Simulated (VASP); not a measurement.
An input for Quantum ESPRESSO's pw.x (written as the equivalent of a VASP run, and not itself run):

```
&CONTROL
  calculation = 'scf'
  pseudo_dir = './pseudo'
  outdir = './out'
  tprnfor = .true.
  tstress = .true.
/
&SYSTEM
  ibrav = 0
  nat = 4
  ntyp = 2
  ecutwfc = 84
  occupations = 'smearing'
  smearing = 'gaussian'
  degauss = 0.000735
  input_dft = 'pbe'
/
&ELECTRONS
  conv_thr = 7.3e-10
  electron_maxstep = 100
/
ATOMIC_SPECIES
  Al 26.982 Al.upf
  N 14.007 N.upf
CELL_PARAMETERS angstrom
     1.5550000   -2.6933390    0.0000000
     1.5550000    2.6933390    0.0000000
     0.0000000    0.0000000    4.9800000
ATOMIC_POSITIONS crystal
  Al   0.6666670  0.3333330  0.5000000
  Al   0.3333330  0.6666670  0.0000000
  N    0.6666670  0.3333330  0.8820000
  N    0.3333330  0.6666670  0.3820000
K_POINTS automatic
  4 4 2 0 0 0
```

Translate this input to VASP (INCAR, KPOINTS, POSCAR, choice of POTCAR).

This is not unique; one that fits is 
### POSCAR
```
AlN
3.110
  0.5000000000  -0.8660254019   0.0000000000
  0.5000000000   0.8660254019   0.0000000000
  0.0000000000   0.0000000000   1.6012861736
Al N
2 2
Cart
  0.5000000000  -0.2886757113   0.8006430868
  0.5000000000   0.2886757113   0.0000000000
  0.5000000000  -0.2886757113   1.4123344051
  0.5000000000   0.2886757113   0.6116913183
```

### KPOINTS
```
Automatic mesh
0
Gamma
4 4 2
0 0 0
```

**INCAR**
```
LCHARG = .FALSE.
LREAL = .FALSE.   # projection in real space or not
ISMEAR = 0   # Gaussian
PREC = Normal
GGA = PE   # PBE
SIGMA = 0.01   # width (eV)
ALGO = Normal
ENCUT = 500   # plane-wave cut-off (eV)
LASPH = .TRUE.   # aspherical one-centre terms
NELM = 100
LWAVE = .TRUE.
SYSTEM = AlN
EDIFF = 1E-8   # SCF stop (eV)
```

POTCAR, in this order: Al_GW N_GW_new (PBE.64 set). Program: vasp_std.

The two are equivalent in intent, not identical: the potentials are each code's own (VASP's PAW set, PseudoDojo norm-conserving files in pw.x), so ENCUT and ecutwfc are chosen apart and not converted; conv_thr bounds pw.x's estimated SCF error, while EDIFF bounds the energy change between steps.

The compound is AlN in the wurtzite structure. The cell was not relaxed at this level. The k-mesh is coarse (spacing up to 0.63 per Å, 2π included), so the numbers may not be converged in it.
